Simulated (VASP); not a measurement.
Here is the system:

```yaml
crystal:
  lattice:
    - [6.35656, 0.00000, 0.00000]
    - [0.00000, 6.35656, 0.00000]
    - [0.00000, 0.00000, 6.35656]
  atoms:
    - { symbol: Cs, position: [0.00000, 0.00000, 0.00000] }
    - { symbol: Sn, position: [0.50000, 0.50000, 0.50000] }
    - { symbol: I, position: [0.50000, 0.00000, 0.50000] }
    - { symbol: I, position: [0.00000, 0.50000, 0.50000] }
    - { symbol: I, position: [0.50000, 0.50000, 0.00000] }
```

Computed with revPBE GGA, VASP's PBE PAW potentials (set 64) (plane waves; VASP). Run with 520 eV cut-off, Gaussian smearing of 0.050 eV, potentials Cs_sv Sn_d I.

Unless said otherwise, spin-orbit coupling is left out, though it shifts the bands of the heavy elements here.

Q: Give the energies of bands 13 to 25 at the high-symmetry points, in eV from the valence-band maximum.

A: 
```csv
band,Γ,X,M,R
13,-6.03,-6.75,-7.36,-7.92
14,-4.10,-3.99,-3.85,-2.75
15,-4.10,-3.99,-2.87,-2.75
16,-4.10,-2.56,-2.25,-2.75
17,-1.92,-2.13,-2.25,-2.14
18,-1.92,-2.13,-2.17,-2.14
19,-1.92,-2.04,-2.17,-1.41
20,-1.79,-1.89,-2.14,-1.41
21,-1.79,-1.89,-1.42,-1.41
22,-1.79,-1.35,-0.67,0.00
23,2.73,1.32,1.02,0.62
24,3.73,4.12,1.02,0.62
25,3.73,4.29,4.00,0.62
```

The gap is direct, 0.62 eV, from the valence maximum at R to the conduction minimum at R.

The compound is CsSnI3 in the cubic perovskite structure, the ideal cubic form; the compound distorts at low or room temperature. It was relaxed first, which changed the volume by +7 %.
